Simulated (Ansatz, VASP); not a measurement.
# Mo: VASP beside Ansatz

Wanted: the spread between two codes on one cell, functional and k mesh.

Main program and level: Ansatz 0.2.0; plane waves, with VASP 6.6.1 beside it; relaxation of cell and atoms at PBEsol.

## 1. Set-up

The structure is cubic, space group Im-3m (No. 229). Conventional cell: a = 3.131 Å, b = 3.131 Å, c = 3.131 Å, α = 90.00°, β = 90.00°, γ = 90.00°. Nearest to Mo lie 8 Mo at 2.71 Å.

## 2. Ansatz: relaxation of cell and atoms, PBEsol

Ansatz runs on its default PAW (the set named soft_2) files.

The relaxed volume is the usual yardstick between codes: its relative difference is about their pressure difference at one cell divided by the bulk modulus.

Input file input.yaml:

```yaml
crystal:
  lattice:
    - [-1.5655819394, 1.5655819394, 1.5655819394]
    - [1.5655819394, -1.5655819394, 1.5655819394]
    - [1.5655819394, 1.5655819394, -1.5655819394]
  atoms:
    - { symbol: Mo, position: [0.0, 0.0, 0.0] }
hamiltonian:
  xc: pbesol
  pseudopotentials: { kind: paw }
kpoints:
  mp_grid: { grid: [26, 26, 26] }
scf:
  occupations: { method: methfessel_paxton, width: 0.15 }
relax:
  f_tol: 0.01
  max_steps: 60
  cell: { stress_tol: 0.05 }
output:
  forces: true
  stress: true
```

Launch:

```bash
ansatz run input.yaml --threads 4 --pin off --max-ram 9216MiB --backend cpu --events-out ev --progress --plain --runs-dir out
```

Numbers of over 12 decimals in the logs are rounded to 6 here.

Output:

```text
Engine: ansatz 0.2.0, aarch64-unknown-linux-gnu
Pseudopotentials: kind: paw
Pseudopotential: Mo, paw, valence charge 14, recommended cutoff 420 eV (normal), Mo.paw.azcp
Functional definition: PBEsol
  exchange = pbesol_x
  correlation = pbesol_c
Crystal: 1 atoms, lattice volume = 15.349 Å³
Basis set: ecut = 420 eV, 321 PW (Γ), exchange–correlation on 40×40×40 points (8 copies of the dense FFT grid, shifted against one another)
Bands: 11, of which v1, the nominal top of the filled ones, is band 7 counted from 1 (6 counted from 0)
Symmetry: 48 space group operations
Space group: Im-3m (ITA 229), of the structure as read, at distance tolerance 2.5e-5 Å
k-points: 511 of 17576
Non-local potential: Mo, projectors of the file, l = 0: 3, l = 1: 2, l = 2: 2, l = 3: 1
PAW form: soft (Blöchl's): semilocal exchange-correlation on the pseudo side does not see the compensation charge
PAW frozen core: Mo, regenerated for the run's functional, and the local potential with it (the file was generated under x = pbe(κ = 0.804, μ = 0.219515), c = pbe(β = 0.066725))
PAW one-centre angular grid: Mo, 590 points (default); XC on 64 Gauss nodes
Initial density: superposition of atomic densities (neutral atoms: chi_scale 0, normalization atom), corrected by the library's trained network
Initial wavefunctions: pseudopotential atomic-orbital guess
Functional: x = pbesol(κ = 0.804, μ = 0.123457), c = pbesol(β = 0.046)
SCF iter   1: F=—  HF=-4897.471901 eV  |F-HF|=—  |Δ(HF+E_count)|=         —  Δρ=5.88e-3  dr2=3.83e-3  ethr=1.77e-3  ⟨swp⟩=5.0  Hψ=31533  notcnv=0
preconditioner: auto → none  [metal: Δε(μ)=0.027 eV  Ē_g=8.508 eV  σ=0.150 eV  W_gap=0.15  n_scr=0 (ndim 8)  ℏωp=23.2 eV  f_vac=0.000  D(μ)=0.52/eV (n_scr^D=0)]
SCF iter   2: F=—  HF=-4897.470555 eV  |F-HF|=—  |Δ(HF+E_count)|=   1.35e-3  S|Δr|=    0.00e0  Δρ=2.13e-3  dr2=1.82e-4  ethr=2.73e-5  ⟨swp⟩=2.3  Hψ=12219  notcnv=0
SCF iter   3: F=—  HF=-4897.470538 eV  |F-HF|=—  |Δ(HF+E_count)|=   1.65e-5  S|Δr|=    0.00e0  Δρ=8.73e-4  dr2=2.90e-5  ethr=1.30e-6  ⟨swp⟩=1.1  Hψ=5706  notcnv=0
SCF iter   4: F=—  HF=-4897.470538 eV  |F-HF|=—  |Δ(HF+E_count)|=   2.94e-7  S|Δr|=    0.00e0  Δρ=4.18e-5  dr2=7.94e-8  ethr=7.14e-10  ⟨swp⟩=3.5  Hψ=23263  notcnv=0
SCF iter   5: F=-4897.470538 eV  HF=-4897.470538 eV  |F-HF|=3.25e-10  |Δ(HF+E_count)|=   6.47e-8  S|Δr|=    0.00e0  Δρ=5.75e-6  dr2=1.01e-9  ethr=5.67e-10  ⟨swp⟩=2.7  Hψ=18215  notcnv=0
SCF 1 converged in 5 iterations: F = -4897.470538 eV  dr2 = 1.01e-9
  greatest PAW one-centre occupation: 0.999 electrons in one spin orbital (limit 2), on the Mo atom at site 0 (counted from 0), in its partial waves of l = 0
relax step   1: F+E_penalty+E_count = -4897.47053792 eV  Δ(F+E_penalty+E_count) = +0.000e0 eV  max|allowed force component| = 0.000e0 eV/Å  Δτ_max = 0.0000 Å  P = -0.404 GPa  Ω = 15.349 Å³  (5 SCF iters, dr2 threshold 1.00e-7 eV, accepted)
[...]
relax step   2: F+E_penalty+E_count = -4897.47047834 eV  Δ(F+E_penalty+E_count) = +5.958e-5 eV  max|allowed force component| = 0.000e0 eV/Å  Δτ_max = 0.0000 Å  P = +0.766 GPa  Ω = 15.285 Å³  energy of the carried Pulay correction = +1.128e-5 eV  (3 SCF iters, dr2 threshold 1.00e-7 eV, rejected (line search))
[...]
relax step   3: F+E_penalty+E_count = -4897.47056987 eV  Δ(F+E_penalty+E_count) = -3.195e-5 eV  max|allowed force component| = 0.000e0 eV/Å  Δτ_max = 0.0000 Å  P = -0.002 GPa  Ω = 15.327 Å³  energy of the carried Pulay correction = +3.902e-6 eV  (5 SCF iters, accepted)
[...]
relax step   4: F+E_penalty+E_count = -4897.47056553 eV  Δ(F+E_penalty+E_count) = +4.340e-6 eV  max|allowed force component| = 0.000e0 eV/Å  Δτ_max = 0.0000 Å  P = -0.002 GPa  Ω = 15.327 Å³  stress off target by 2.09e-3 GPa  SCF on the basis re-selected at this cell (its energy is not comparable with the rows above)  (3 SCF iters)
basis re-selected at this cell: Δ(F+E_penalty+E_count) = +4.340e-6 eV, ΔP = +0.000 GPa vs the last step (what re-selecting the basis moved, of the pressure what is left beyond the Pulay correction that the steps carried, after the strain that the cell walked since its last selection, with what the two solves' SCF thresholds leave and, on support functions, any second-order correction that the steps lacked; it is no measure of the basis error at this ecutwfc). This SCF's stress stands 2.09e-3 GPa from its target on what of the cell is left free (relax.cell.stress_tol is 5.00e-2 GPa) and its largest allowed force component is 0.00e0 eV/Å (relax.f_tol is 1.00e-2 eV/Å): [rest of the remark cut]
SCF converged after 3 iterations
Stability not checked: this state was not tested for a lower state beside it, because cold or Methfessel-Paxton smearing, or corrected tetrahedra, fill the levels in a way that the test cannot read (fill_not_monotonic; see scf.lower_state_search)
Free energy (F): -4897.470566 eV
Harris-Foulkes:  -4897.470566 eV  (|F-HF|=3.64e-12)
Internal energy: -4897.471132 eV  (E = F + TS)
E sigma→0 (E₀):  -4897.470707 eV
Entropy (-TS):   0.000566 eV (0.566 meV/atom)
Fermi energy:    21.438554 eV
--- Per-component energies (eV) ---
  E_band       = -49.794459
  E_kinetic    = 441.612289
  E_local      = -770.832641  (includes V_loc(G=0)·N_el)
  E_nonlocal   = 144.553757
  E_hartree    = 254.471101
  E_xc         = -182.718915
  E_vxc        = -228.889263  (∫ρ·V_xc dr)
  E_paw        = -3143.834464  (= ΣΔE_a)
  E_vpaw       = -145.180904  (= ΣTr[D̂ρ^β])
  E_aug_tail   = 0.000041  (compensation charges beyond the density's cutoff)
  E_ewald      = -1640.931599
  E_core_change = 0.209299  (= ΣΔE_core)
  E_smearing   = 0.000566  (= −TS)
  E_closure    = -0.000000  (closes the sum)
  Σ components = -4897.470566   (vs F -4897.470566, Δ=0.00e0)
--- Forces (eV/Å), atoms counted from 1 ---
  atom   1  Mo    -0.00000000     0.00000000    -0.00000000
  max |Σ_I F_I| component: 5.96e-32 eV/Å
--- Stress (GPa, compression-positive) ---
       -0.002088      -0.000000       0.000000
       -0.000000      -0.002088      -0.000000
        0.000000      -0.000000      -0.002088
  P = ⅓ Tr σ = -0.0021 GPa (-0.021 kbar)
--- Relaxed structure (3 steps of the walk, 2 accepted, 1 SCFs on fresh bases) ---
  F+E_penalty+E_count = -4897.47056553 eV   max|allowed force component| = 0.000e0 eV/Å   (the final SCF, on the basis selected at the relaxed cell)
  cell:  # Å, volume = 15.3272 Å³
    - [-1.564831, 1.564831, 1.564831]
    - [1.564831, -1.564831, 1.564831]
    - [1.564831, 1.564831, -1.564831]
  atoms:
    - { symbol: Mo, position: [0.0, 0.0, 0.0] }
```

Run time: 5.4 s. Hardware: 4 threads of Arm Neoverse V1, shared host; peak memory 0.4 GiB.

## 3. VASP: relaxation of cell and atoms, PBEsol

The same cell, functional, mesh and smearing now go to VASP, with its own data sets and cutoff.

Lines of VASP's logs that name or quote its potential files are left out, and so is its time.

Input file INCAR:

```
SYSTEM = Mo
PREC = Accurate
ENCUT = 450
EDIFF = 1E-07
NELM = 120
ISMEAR = 1
SIGMA = 0.15
LREAL = .FALSE.
ALGO = Normal
GGA = PS
NBANDS = 13
LASPH = .TRUE.
LORBIT = 11
LWAVE = .FALSE.
LCHARG = .FALSE.
KPAR = 8
IBRION = 2
NSW = 40
ISIF = 3
EDIFFG = -0.005
POTIM = 0.4
```

Input file POSCAR:

```
Mo
1.0
   -1.5655819394      1.5655819394      1.5655819394
    1.5655819394     -1.5655819394      1.5655819394
    1.5655819394      1.5655819394     -1.5655819394
Mo
1
Direct
    0.0000000000      0.0000000000      0.0000000000
```

Input file KPOINTS:

```
Automatic mesh
0
Gamma
26 26 26
0 0 0
```

Potentials, in the order of the species: Mo_sv (PBE family, release 64).

Launch:

```bash
mpirun -np 8 vasp_std
```

Output:

```text
[banner, memory and clock lines left out]
running    8 mpi-ranks, on    1 nodes
 distrk:  each k-point on    1 cores,    8 groups
 distr:  one band on    1 cores,    1 groups

 POSCAR found type information on POSCAR Mo
 POSCAR found :  1 types and       1 ions
|                                                                             |
|           W    W    AA    RRRRR   N    N  II  N    N   GGGG   !!!           |
|           W    W   A  A   R    R  NN   N  II  NN   N  G    G  !!!           |
|           W    W  A    A  R    R  N N  N  II  N N  N  G       !!!           |
|           W WW W  AAAAAA  RRRRR   N  N N  II  N  N N  G  GGG   !            |
|           WW  WW  A    A  R   R   N   NN  II  N   NN  G    G                |
|           W    W  A    A  R    R  N    N  II  N    N   GGGG   !!!           |
|                                                                             |
|     For optimal performance we recommend to set                             |
|       NCORE = 2 up to number-of-cores-per-socket                            |
|     NCORE specifies how many cores store one orbital (NPAR=cpu/NCORE).      |
|     This setting can greatly improve the performance of VASP for DFT.       |
|     The default, NCORE=1 might be grossly inefficient on modern             |
|     multi-core architectures or massively parallel machines. Do your        |
|     Unfortunately you need to use the default for GW and RPA                |
|     calculations (for HF NCORE is supported but not extensively tested      |
|     yet).                                                                   |
|                                                                             |

|                                                                             |
|               ----> ADVICE to this user running VASP <----                  |
|                                                                             |
|     You enforced a specific xc type in the INCAR file but a different       |
|     [... a line on the potential file left out ...]
|     I HOPE YOU KNOW WHAT YOU ARE DOING!                                     |
|                                                                             |

 LDA part: xc-table for (Slater+PW92), standard interpolation
 POSCAR, INCAR and KPOINTS ok, starting setup
 FFT: planning ... GRIDC
 FFT: planning ... GRID_SOFT
 FFT: planning ... GRID
 WAVECAR not read
 entering main loop
       N       E                     dE             d eps       ncg     rms          rms(c)
DAV:   1     0.804807818594E+02    0.80481E+02   -0.74282E+03 13535   0.995E+02
DAV:   2    -0.115735134530E+02   -0.92054E+02   -0.88734E+02 15316   0.290E+02
DAV:   3    -0.125295392986E+02   -0.95603E+00   -0.95425E+00 14776   0.295E+01
DAV:   4    -0.125315574256E+02   -0.20181E-02   -0.20181E-02 15011   0.166E+00
DAV:   5    -0.125315693474E+02   -0.11922E-04   -0.11922E-04 15046   0.112E-01    0.166E+01
DAV:   6    -0.118787748734E+02    0.65279E+00   -0.77583E-01 13626   0.108E+01    0.451E+00
DAV:   7    -0.117844742832E+02    0.94301E-01   -0.15007E-01 14806   0.450E+00    0.951E-01
DAV:   8    -0.117784860056E+02    0.59883E-02   -0.39748E-03 13791   0.796E-01    0.209E-01
DAV:   9    -0.117784980910E+02   -0.12085E-04   -0.85694E-05 15659   0.111E-01    0.889E-02
DAV:  10    -0.117785050717E+02   -0.69807E-05   -0.83488E-06 13896   0.331E-02    0.446E-03
DAV:  11    -0.117785052633E+02   -0.19159E-06   -0.72445E-08 11104   0.292E-03    0.826E-04
DAV:  12    -0.117785051810E+02    0.82241E-07   -0.70165E-09  6998   0.104E-03
   1 F= -.11778505E+02 E0= -.11778698E+02  d E =-.117785E+02
 curvature:   0.00 expect dE= 0.000E+00 dE for cont linesearch  0.000E+00
 trial: gam= 0.00000 g(F)=  0.675E-62 g(S)=  0.295E-07 ort = 0.000E+00 (trialstep = 0.100E+01)
 search vector abs. value=  0.296E-07
 reached required accuracy - stopping structural energy minimisation
```

From OUTCAR (step 3):

```text
ion  position               nearest neighbor table
   1  0.000  0.000  0.000-

  LATTYP: Found a body centered cubic cell.
 ALAT       =     3.1311638788

 Subroutine GETGRP returns: Found 48 space group operations
 (whereof 48 operations were pure point group operations)

The static configuration has the point symmetry O_h .

 Found    511 irreducible k-points:

   k-points           NKPTS =    511   k-points in BZ     NKDIM =    511   number of bands    NBANDS=     13

   dimension x,y,z NGX =    20 NGY =   20 NGZ =   20
   dimension x,y,z NGXF=    40 NGYF=   40 NGZF=   40

   ENCUT  =  450.0 eV  33.07 Ry    5.75 a.u.   4.69  4.69  4.69*2*pi/ulx,y,z

   NELECT =      14.0000    total number of electrons

 k-points in reciprocal lattice and weights: Automatic mesh
   0.00000000  0.00000000  0.00000000       0.000
   0.03846154  0.00000000  0.00000000       0.001
   0.07692308  0.00000000  0.00000000       0.001
   0.11538462  0.00000000  0.00000000       0.001
   0.15384615  0.00000000  0.00000000       0.001
   0.19230769  0.00000000  0.00000000       0.001
   0.23076923  0.00000000  0.00000000       0.001
   0.26923077  0.00000000  0.00000000       0.001
   0.30769231  0.00000000  0.00000000       0.001
[...]
0.50000000  0.50000000  0.46153846       0.001
   0.50000000  0.50000000  0.50000000       0.000

 average (electrostatic) potential at core
       1 -68.7338

 E-fermi :  12.7415

 k-point     1 :       0.0000    0.0000    0.0000
  band No.  band energies     occupation
    ...
      4     -21.6793      2.00000
      5       5.4154      2.00000
      6      11.3588      2.00000
      7      11.3588      2.00000
      8      11.3588      2.00000
      9      14.4408     -0.00000
     10      14.4408     -0.00000
     11      27.5955      0.00000
     12      27.5955      0.00000
     13      27.5955      0.00000

 k-point     2 :       0.0385    0.0000    0.0000
  band No.  band energies     occupation
    ...
      4     -21.6795      2.00000
      5       5.4831      2.00000
      6      11.3199      2.00000
      7      11.3531      2.00000
      8      11.4222      2.00000
      9      14.3805     -0.00000
     10      14.4415     -0.00000
     11      27.6486      0.00000
     12      27.7095      0.00000
     13      27.7368      0.00000

 k-point     3 :       0.0769    0.0000    0.0000
  band No.  band energies     occupation
    ...
      4     -21.6801      2.00000
      5       5.6817      2.00000
      6      11.2076      2.00000
      7      11.3310      2.00000
      8      11.6111      2.00000
      9      14.2243     -0.00000
     10      14.4450     -0.00000
     11      27.7940      0.00000
     12      28.0466      0.00000
     13      28.1271      0.00000

  Total       -0.0005047     -0.0005047     -0.0005047      0.0000000      0.0000000      0.0000000
  in kB       -0.0526770     -0.0526770     -0.0526770      0.0000000      0.0000000      0.0000000
  external PRESSURE =      -0.0526770 kB  Pullay stress =       0.0000000 kB

  energy-cutoff  :      450.00
  volume of cell :       15.35
      direct lattice vectors                 reciprocal lattice vectors
    -1.565581939  1.565581939  1.565581939     0.000000000  0.319370061  0.319370061
     1.565581939 -1.565581939  1.565581939     0.319370061  0.000000000  0.319370061
     1.565581939  1.565581939 -1.565581939     0.319370061  0.319370061  0.000000000

 POSITION                                       TOTAL-FORCE (eV/Angst)
 -----------------------------------------------------------------------------------
      0.00000      0.00000      0.00000        -0.000000      0.000000      0.000000
 -----------------------------------------------------------------------------------
    total drift:                                0.000000     -0.000000      0.000000

  FREE ENERGIE OF THE ION-ELECTRON SYSTEM (eV)
  ---------------------------------------------------
  free  energy   TOTEN  =       -11.7785051810 eV

  energy  without entropy=      -11.7790832944  energy(sigma->0) =      -11.77869789

 reached required accuracy - stopping structural energy minimisation

 total charge
# of ion       s       p       d       tot
------------------------------------------
    1        2.391   6.213   3.942  12.546

[... 3 further parts left out ...]
```

CONTCAR:

```
Mo
   1.00000000000000
    -1.5655819393999999    1.5655819393999999    1.5655819393999999
     1.5655819393999999   -1.5655819393999999    1.5655819393999999
     1.5655819393999999    1.5655819393999999   -1.5655819393999999
  Mo
     1
Direct
     0.0000000000000000    0.0000000000000000    0.0000000000000000
```

## 4. Differences

Known differences besides the potentials themselves: both relaxations stop at a tolerance, which leaves soft axes loose, and VASP keeps its plane-wave basis; the cutoff is 420 eV in Ansatz and 450 eV in VASP; Ansatz makes its cores anew for this functional, VASP keeps those of its PBE data sets; Ansatz adds a Pulay correction to the stress that steers its cell, VASP none. Total energies have different zeros and are not compared.

Compared:

| quantity | Ansatz | VASP | difference |
| --- | --- | --- | --- |
| volume (Å³) | 15.33 | 15.35 | -0.14 % |
| edge a after relaxation, in the typed setting (Å) | 2.710 | 2.712 | -0.05 % |

The walks stopped with 0.00 GPa left in Ansatz and -0.01 GPa in VASP; each walk ends within a tolerance, so the volume difference is uncertain by about these residues over the bulk modulus, most in soft cells.

## 5. Outcome

```yaml
difference_in_volume_relaxation_of_cell_and_atoms_pbesol: -0.14 %
```

What this shows: The difference in volume is -0.14 % (relaxation of cell and atoms, PBEsol), within the 1.2 % picked in this series as the mark of a large difference, as far as the stopping tolerances let one tell. Such differences can come from data sets, numerical settings and the points named under the comparisons, not from the functional's error against experiment.

[Lines on the potential files, build, host, timing and source positions are cut from VASP's logs without a mark.]

[Logs are printed without paths, hosts, clocks, repeated set-up lines and the standing remarks that a program may print on its own settings, such as how far it seeks lower states.]

[Hosts, paths, dates, database ids (printed as entryN), source tags and the programs' standing remarks are cut or masked in the printed files.]
